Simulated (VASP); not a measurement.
Data:

```yaml
crystal:
  lattice:
    - [2.80739, 0.00000, 0.00000]
    - [0.00000, 2.80739, 0.00000]
    - [0.00000, 0.00000, 2.80739]
  atoms:
    - { symbol: Pt, position: [0.00000, 0.00000, 0.00000] }
    - { symbol: B, position: [0.50000, 0.50000, 0.50000] }
```

Method: PBE GGA, VASP's PBE PAW potentials (set 64) (plane waves; VASP). Run with 520 eV cut-off, Gaussian smearing of 0.050 eV, potentials Pt B.

Unless said otherwise, spin-orbit coupling is left out, though it shifts the bands of the heavy elements here.

Task: Estimate the band gap (along the path) with the smallest direct gap where there is one.

Result: 
```yaml
band gap (along the path): none (metal, semimetal or under 0.01 eV)
```

Only differences to runs with the same potentials and settings are physical.

The structure was generated: PtB was put into the CsCl type type (Pm-3m), which need not be its known phase. It was relaxed first, which changed the volume by -5 %. The electron count is odd and the run is not spin-polarised, which forces a metal.
